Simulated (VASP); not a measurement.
Here is the system:

```yaml
crystal:
  lattice:
    - [1.95190, -3.38079, 0.00000]
    - [1.95190, 3.38079, 0.00000]
    - [0.00000, 0.00000, 6.04143]
  atoms:
    - { symbol: La, position: [0.33333, 0.66667, 0.24547] }
    - { symbol: La, position: [0.66667, 0.33333, 0.75453] }
    - { symbol: O, position: [0.00000, 0.00000, 0.00000] }
    - { symbol: O, position: [0.33333, 0.66667, 0.64572] }
    - { symbol: O, position: [0.66667, 0.33333, 0.35428] }
```

All values below come from PBEsol GGA, VASP's PBE PAW potentials (set 64) (plane waves; VASP). Numerical set-up: 520 eV cut-off, Gaussian smearing of 0.050 eV, potentials La O.

Give the energies of bands 12 to 23 at the high-symmetry points, in eV from the valence-band maximum.

```json
[
 {"band": "12", "Γ": "-2.52", "M": "-2.29", "K": "-1.66", "A": "-2.86", "L": "-3.13", "H": "-2.40"},
 {"band": "13", "Γ": "-2.52", "M": "-2.12", "K": "-1.66", "A": "-2.86", "L": "-2.27", "H": "-2.40"},
 {"band": "14", "Γ": "-2.28", "M": "-2.02", "K": "-1.65", "A": "-2.72", "L": "-1.55", "H": "-1.77"},
 {"band": "15", "Γ": "-2.28", "M": "-1.33", "K": "-1.33", "A": "-1.98", "L": "-1.27", "H": "-1.45"},
 {"band": "16", "Γ": "-2.15", "M": "-0.78", "K": "-1.33", "A": "-1.98", "L": "-1.01", "H": "-1.45"},
 {"band": "17", "Γ": "-1.76", "M": "-0.76", "K": "-0.89", "A": "-1.07", "L": "-0.97", "H": "-0.60"},
 {"band": "18", "Γ": "-0.44", "M": "-0.67", "K": "-0.89", "A": "-0.87", "L": "-0.78", "H": "-0.30"},
 {"band": "19", "Γ": "-0.44", "M": "-0.43", "K": "-0.87", "A": "-0.33", "L": "-0.37", "H": "-0.30"},
 {"band": "20", "Γ": "-0.16", "M": "-0.32", "K": "-0.09", "A": "-0.33", "L": "-0.01", "H": "-0.22"},
 {"band": "21", "Γ": "4.31", "M": "3.81", "K": "3.78", "A": "4.77", "L": "4.45", "H": "4.24"},
 {"band": "22", "Γ": "4.58", "M": "4.79", "K": "4.80", "A": "4.77", "L": "4.66", "H": "4.89"},
 {"band": "23", "Γ": "4.58", "M": "5.33", "K": "4.80", "A": "4.78", "L": "5.21", "H": "5.06"}
]
```

The gap is indirect, 3.78 eV, from the valence maximum at H-A at 0.22 to the conduction minimum at K.

The compound is La2O3 in the a-type structure. It was relaxed first.
